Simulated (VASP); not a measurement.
Calculation: PBE GGA, VASP's PBE PAW potentials (set 64) (plane waves; VASP).

Input for VASP

POSCAR:
```
Al4P3Sb
1
    5.6873074556     0.0000000000     0.0000000000
    0.0000000000     5.6873074556     0.0000000000
    0.0000000000    -0.0000000000     5.6873074556
Al Sb P
4 1 3
Direct
  0.9865157980   0.9865157980   0.9865157980
  0.5134842020   0.5134842020   0.9865157980
  0.5134842020   0.9865157980   0.5134842020
  0.9865157980   0.5134842020   0.5134842020
  0.2500000000   0.2500000000   0.2500000000
  0.7500000000   0.7500000000   0.2500000000
  0.7500000000   0.2500000000   0.7500000000
  0.2500000000   0.7500000000   0.7500000000
```

**KPOINTS**
```
k-points along high-symmetry lines
15
Line-mode
Reciprocal
  0.000000   0.000000   0.000000 ! GAMMA
  0.000000   0.500000   0.000000 ! X

  0.000000   0.500000   0.000000 ! X
  0.500000   0.500000   0.000000 ! M

  0.500000   0.500000   0.000000 ! M
  0.000000   0.000000   0.000000 ! GAMMA

  0.000000   0.000000   0.000000 ! GAMMA
  0.500000   0.500000   0.500000 ! R

  0.500000   0.500000   0.500000 ! R
  0.000000   0.500000   0.000000 ! X

  0.500000   0.500000   0.500000 ! R
  0.500000   0.500000   0.000000 ! M
```

**INCAR**
```
! general
SYSTEM  = Al4P3Sb
PREC    = Accurate
ENCUT   = 400   ! plane-wave cut-off (eV)
LREAL   = .FALSE.   ! projection in real space or not
LASPH   = .TRUE.   ! aspherical one-centre terms
ICHARG  = 11   ! fixed density

! electronic loop
EDIFF   = 1E-6   ! SCF stop (eV)
NELM    = 100   ! most electronic steps
ALGO    = Normal   ! blocked Davidson
LMAXMIX = 4

! smearing
ISMEAR  = 0
SIGMA   = 0.05

! functional
GGA     = PE

! output
LWAVE   = .FALSE.
LCHARG  = .FALSE.
```

POTCAR, in this order: Al Sb P (PBE.64 set). Program: vasp_std. Read from the step before: CHGCAR.

What VASP printed:

**OSZICAR**
```
       N       E                     dE             d eps       ncg     rms          rms(c)
DAV:   1     0.869165991914E+02    0.86917E+02   -0.97938E+03  3780   0.970E+02
DAV:   2    -0.291913638458E+02   -0.11611E+03   -0.11008E+03  4913   0.159E+02
DAV:   3    -0.371452982027E+02   -0.79539E+01   -0.77590E+01  4869   0.423E+01
DAV:   4    -0.373188527243E+02   -0.17355E+00   -0.17304E+00  4605   0.717E+00
DAV:   5    -0.373241938059E+02   -0.53411E-02   -0.53396E-02  4945   0.123E+00
DAV:   6    -0.373243850948E+02   -0.19129E-03   -0.19127E-03  5117   0.226E-01
DAV:   7    -0.373243923311E+02   -0.72362E-05   -0.72361E-05  5045   0.328E-02
DAV:   8    -0.373243925761E+02   -0.24508E-06   -0.24508E-06  3675   0.570E-03
   1 F= -.37324393E+02 E0= -.37324393E+02  d E =-.148952E-14
```

File OUTCAR:
```
 val. band max:        4.5901652409   @ k =   0.0000   0.0000   0.0000

 cond. band min:       5.1552273090   @ k =   0.0000   0.0000   0.0000



 k-point     1 :       0.0000    0.0000    0.0000
  band No.  band energies     occupation
      1      -6.7871      2.00000
      2      -4.9199      2.00000
      3      -4.9199      2.00000
      4      -3.8108      2.00000
      5      -0.8699      2.00000
      6      -0.8699      2.00000
      7      -0.8699      2.00000
      8       2.2307      2.00000
      9       2.2307      2.00000
     10       2.2307      2.00000
     11       2.3473      2.00000
     12       2.3473      2.00000
     13       2.3473      2.00000
     14       4.5902      2.00000
     15       4.5902      2.00000
     16       4.5902      2.00000
     17       5.1552      0.00000
     18       6.1869      0.00000
     19       6.1869      0.00000
     20       6.5850      0.00000
     21       6.5850      0.00000

 k-point     2 :       0.0000    0.0357    0.0000
  band No.  band energies     occupation
      1      -6.7830      2.00000
      2      -4.9270      2.00000
      3      -4.9195      2.00000
      4      -3.8158      2.00000
      5      -0.8668      2.00000
      6      -0.8668      2.00000
      7      -0.8520      2.00000
      8       2.2228      2.00000
      9       2.2242      2.00000
     10       2.2242      2.00000
     11       2.3336      2.00000
     12       2.3446      2.00000
     13       2.3446      2.00000
     14       4.5516      2.00000
     15       4.5779      2.00000
     16       4.5779      2.00000
     17       5.1809      0.00000
     18       6.1962      0.00000
     19       6.2080      0.00000
     20       6.5967      0.00000
     21       6.6096      0.00000

 k-point     3 :       0.0000    0.0714    0.0000
  band No.  band energies     occupation
      1      -6.7705      2.00000
      2      -4.9485      2.00000
      3      -4.9185      2.00000
      4      -3.8301      2.00000
...
```

The density is held fixed in this step, so its total energy and stress have no physical meaning. Unless said otherwise, spin-orbit coupling is left out, though it shifts the bands of the heavy elements here.

The structure was generated: Al4P3Sb was put into an ordered model structure (P-43m), which need not be its known phase. It was relaxed first.
